The number of plane waves below a cutoff energy E, in a cell of volume V, grows as V·E^(3/2). A stress calculation asks how the energy responds when the cell is stretched slightly, and it keeps the same list of waves while doing so. The waves lengthen with the cell, so the list now reaches only to a lower energy: the effective cutoff falls as V^(−2/3). The stretched crystal is therefore described a little worse than the original, and its energy comes out too high. The crystal seems less eager to expand than it really is, and its computed pressure is too low, an error known as Pulay stress.

VASP 6.6.1 calculations with PBE and the recommended PAW potentials, without dispersion correction or spin–orbit coupling, for zinc-blende CdTe (2-atom cell) at a fixed geometry. All rows use a 6 × 6 × 6 k mesh and Gaussian smearing of 0.02 eV; pressure is positive in compression.

```csv
wave cutoff,pressure (GPa)
250 eV,0.390
300 eV,4.390
350 eV,4.100
400 eV,4.090
450 eV,4.310
520 eV,4.410
600 eV,4.370
700 eV,4.400
```

Every row holds the same CdTe crystal with the same atomic positions. Only the wave cutoff E changes, so a complete basis would give the same pressure, positive in compression, eight times. The counting argument gives the size of the error in one line:

P(fixed waves) = P(fixed cutoff) + (2/3)·(E/V)·(dU/dE)

Here U is the energy of the cell without any correction for missing waves. Adding waves can only lower it, so the last term pulls the pressure down. The first term on the right is taken to be close to the converged pressure.

The first row is where the calculation fails. At 250 eV the pressure is 0.39 GPa, which reads as a crystal almost at rest, whereas at 700 eV it is 4.40 GPa. The band gaps of these two rows differ by only about 2 meV, so the electrons have not moved into another state. The forces on the atoms vanish by symmetry and give no warning either. One sign is available before the run: the standard Cd dataset asks for a cutoff of roughly 270 eV, a recalled value, and this row lies below it.

The error matters most when the stress is used to find the size of the cell. A relaxation at 250 eV would stop near the present edge, although the crystal should expand. With a rough recalled bulk modulus of 45 GPa, a missing pressure of 4 GPa corresponds to an edge about 3% too short. For a lattice constant that is a gross error, and the relaxation would still report a small residual stress.

The step from 250 to 300 eV shows why the energy is a poor guard. The printed energy falls by 22 meV per cell over these 50 eV, a slope of −0.00045. With the midpoint of 275 eV and a cell volume of 66 Å³, the relation gives (2/3)·(275/66)·(−0.00045) = −0.00125 eV/Å³. One eV/Å³ is about 160 GPa, so the expected error is −0.2 GPa. The pressures themselves, measured from the 700 eV row, give an average error of −2 GPa for the two ends of the step. The estimate has no adjustable constant, and it is too small by roughly a factor of ten. The factor is only rough, since the mean of two end points describes so steep a curve poorly, and in two of the later steps the estimate even has the wrong sign.

The likely reason lies in the energy that was put into the relation. VASP lowers the printed energy by an estimate of the error that each free atom has at the chosen cutoff. Compact inner shells change little when atoms form a crystal, so this repair works well and makes the energy curve flat. At a given cutoff, however, the repair is a constant for each atom. A constant does not change when the cell is stretched, so the stress keeps the full error. The printed energies carry a hint of such a repair: they rise by about 1 meV from 300 to 350 eV and again slightly from 520 to 600 eV, which an energy that only gains waves should not do. Energies without the repair are not available here, so the relation itself remains a theoretical argument that these runs do not test directly.

At 300 eV the pressure is 4.39 GPa, practically the final value, yet the basis is not complete. The levels of the Cd 4d shell at the zone centre still sink by 22 to 24 meV between 300 and 600 eV, while the top of the valence band moves by only 4 meV. The band gap of this row is also the farthest of all from its final value, though by a mere 7 meV. The good pressure is thus a coincidence and no sign of convergence.

The d levels suggest which electrons are responsible. A compact shell needs short waves, and short waves are the ones a low cutoff removes. The 4d shell may also explain the coincidence at 300 eV. The slope dU/dE depends on how strongly the orbitals use the waves right at the cutoff, and this share can pass through zero and grow again at shorter wavelengths. A smoothed d orbital is expected to have several such zeros, with ever weaker bumps between them. The table has this shape: the pressure peaks at 300 eV and again at 520 eV, with a deep dip after the first peak and a shallow one after the second. A finer series of cutoffs could test this reading.

The next two rows set a subtler trap. From 350 to 400 eV the pressure changes by only 0.01 GPa, which a test of the step between neighbouring cutoffs would accept as converged. Both values nevertheless lie 0.3 GPa below the 700 eV result. A small step between neighbouring cutoffs shows that the curve is locally flat, and a curve that does not approach its limit steadily can be flat far from it. The 300 eV row already gives the trap away, because the pressure has dropped again after reaching a higher value.

From 450 eV on the pressure closes in on its final value. The 450 eV row is still 0.09 GPa low, and the three rows from 520 to 700 eV agree within 0.04 GPa. The 520 eV row is probably a second chance peak, since the pressure drops again at 600 eV, and its lying 0.01 GPa above the last row suggests that 700 eV is itself slightly low. The agreement still carries more weight than the earlier one because it spans a wide range of cutoffs and includes that dip. For stresses in this crystal, 520 eV is the lowest cutoff in the table that can be trusted to a few hundredths of a GPa, as far as the basis is concerned. The k mesh was the same throughout, so its own error is not tested.

The pressure of about 4.4 GPa that remains is no basis error. PBE prefers a larger CdTe cell, with an edge of roughly 6.6 Å as recalled, against 6.4 Å here, and so it finds the crystal compressed. The cell used here is also somewhat smaller than the usual measured one, so not all of this pressure should be blamed on PBE.

A neighbouring series would avoid most of the trouble: energies at several volumes, all with the same cutoff, and the pressure taken from the slope of that curve. Each volume then receives its own list of waves, so the Pulay term drops out, and the atomic repair shifts all the energies equally. The waves enter the list in discrete steps, so at a low cutoff the curve is expected to be jagged, and the slope should come from a fit over several per cent in volume. The difference between that pressure and the directly computed one should then be the Pulay term itself. It is expected to be large at 250 eV and close to zero at 300 eV, so a small difference at a single cutoff would not prove that the basis is complete. The analysis printed below gives the errors row by row and the estimate from the energy slope for every step.

Output of the analysis:

```
Distance from the 700 eV row:
     row  pressure error in GPa  printed energy in meV per cell  gap in meV
  250 eV                  -4.01                           24.46        -2.3
  300 eV                  -0.01                             2.1        -6.7
  350 eV                   -0.3                           3.162        -4.2
  400 eV                  -0.31                           2.054        -1.7
  450 eV                  -0.09                           0.483        -0.4
  520 eV                   0.01                           -0.09        -0.1
  600 eV                  -0.03                           0.174        -0.1
  700 eV                      0                               0           0
Interval ending at this row:
     row  pressure step in GPa  mean pressure error in GPa  error expected from printed energy slope in GPa
  300 eV                     4                       -2.01                                          -0.1995
  350 eV                 -0.29                      -0.155                                           0.0112
  400 eV                 -0.01                      -0.305                                         -0.01348
  450 eV                  0.22                        -0.2                                         -0.02166
  520 eV                   0.1                       -0.04                                        -0.006441
  600 eV                 -0.04                       -0.01                                         0.002998
  700 eV                  0.03                      -0.015                                        -0.001835
Pressure error at 250 eV in GPa: -4.01
Pressure error at 250 eV in percent of the 700 eV value: -91.14
Spread of pressure from 520 to 700 eV in GPa: 0.04
Printed energy at 250 eV above 700 eV in meV per atom: 12.23
Spread of the gap over all rows in meV: 6.7
Mean pressure error over that expected from the printed slope, 250 to 300 eV: 10.07
Uncorrected energy slope needed at 250 eV in meV per eV of cutoff: -9.887
Shift of threefold Cd 4d level from 300 to 600 eV in meV: -22.2
Shift of twofold Cd 4d level from 300 to 600 eV in meV: -23.6
Shift of valence band top from 300 to 600 eV in meV: -3.8
Rough edge error of a cell relaxed with the 250 eV stress in percent: -2.97
```
